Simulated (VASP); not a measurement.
Consider the following.

```yaml
crystal:
  lattice:
    - [1.65190, -2.86117, 0.00000]
    - [1.65190, 2.86117, 0.00000]
    - [0.00000, 0.00000, 13.17223]
  atoms:
    - { symbol: W, position: [0.33333, 0.66667, 0.25000] }
    - { symbol: W, position: [0.66667, 0.33333, 0.75000] }
    - { symbol: Se, position: [0.33333, 0.66667, 0.87671] }
    - { symbol: Se, position: [0.66667, 0.33333, 0.37671] }
    - { symbol: Se, position: [0.66667, 0.33333, 0.12329] }
    - { symbol: Se, position: [0.33333, 0.66667, 0.62329] }
```

Method: r2SCAN+rVV10, VASP's PBE PAW potentials (set 64) (plane waves; VASP 6.6.1). Settings: 520 eV cut-off, 9×9×2 Γ-centred mesh, tetrahedra with Blöchl corrections, potentials W_sv Se.

The cores are frozen, which limits the accuracy of field gradients.

Problem. Give the principal components of the electric field gradient (V/Å²) and the asymmetry η at each nucleus.

Solution. 
| atom | Vxx | Vyy | Vzz | η |
|---|---|---|---|---|
| W1 | 75.3 | 75.2 | -150.5 | 0.00 |
| W2 | 75.3 | 75.2 | -150.5 | 0.00 |
| Se3 | 40.6 | 40.6 | -81.2 | 0.00 |
| Se4 | 40.6 | 40.6 | -81.2 | 0.00 |
| Se5 | 40.6 | 40.6 | -81.2 | 0.00 |
| Se6 | 40.6 | 40.6 | -81.2 | 0.00 |

The compound is WSe2 in the 2H layered structure. It was relaxed first.
